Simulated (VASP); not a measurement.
Input:

```
CELL_PARAMETERS angstrom
      4.35754     0.00000     0.00000
      0.00000     4.35754     0.00000
      0.00000     0.00000     4.35754
ATOMIC_POSITIONS crystal
  Co 0.85371 0.64629 0.35371
  Co 0.35371 0.85371 0.64629
  Co 0.14629 0.14629 0.14629
  Co 0.64629 0.35371 0.85371
  Si 0.15638 0.34362 0.65638
  Si 0.65638 0.15638 0.34362
  Si 0.84362 0.84362 0.84362
  Si 0.34362 0.65638 0.15638
```

Method: PBEsol GGA, VASP's PBE PAW potentials (set 64) (plane waves; VASP). Numerical set-up: 500 eV cut-off, 7×7×7 Γ-centred mesh, first-order Methfessel-Paxton smearing of 0.10 eV, potentials Co Si.

Question: The ions, cell shape and volume at an external pressure of 10.0 GPa are relaxed. Predict the relaxed structure.

Answer: 
```
CELL_PARAMETERS angstrom
      4.33138     0.00000     0.00000
      0.00000     4.33138     0.00000
      0.00000     0.00000     4.33138
ATOMIC_POSITIONS crystal
  Co 0.85322 0.64678 0.35322
  Co 0.35322 0.85322 0.64678
  Co 0.14678 0.14678 0.14678
  Co 0.64678 0.35322 0.85322
  Si 0.15621 0.34379 0.65621
  Si 0.65621 0.15621 0.34379
  Si 0.84379 0.84379 0.84379
  Si 0.34379 0.65621 0.15621
```
Space group P2_13 (198), at a tolerance of 0.03 Å.

Question: How do energy and volume change from the first to the last step?

Answer: The energy (σ→0) changes by +8.7 meV/atom and the volume by -1.8 %, in 6 ionic steps.

| step | E(σ→0) (eV) | max force (eV/Å) | pressure (GPa) | volume (Å³) |
|---|---|---|---|---|
| 1 | -59.7968 | 0.007 | 5.08 | 82.74 |
| 2 | -59.5234 | 0.103 | 18.90 | 79.00 |
| 3 | -59.7299 | 0.040 | 9.98 | 81.31 |
| 4 | -59.7281 | 0.041 | 10.03 | 81.28 |
| 5 | -59.7277 | 0.023 | 10.09 | 81.27 |
| 6 | -59.7271 | 0.004 | 10.09 | 81.26 |

The compound is CoSi in the B20 structure. This run relaxes it under an external pressure of 10 GPa. Symmetry was kept, so distortions that lower it aren't found. The run is not spin-polarised, so no magnetic state was tried.
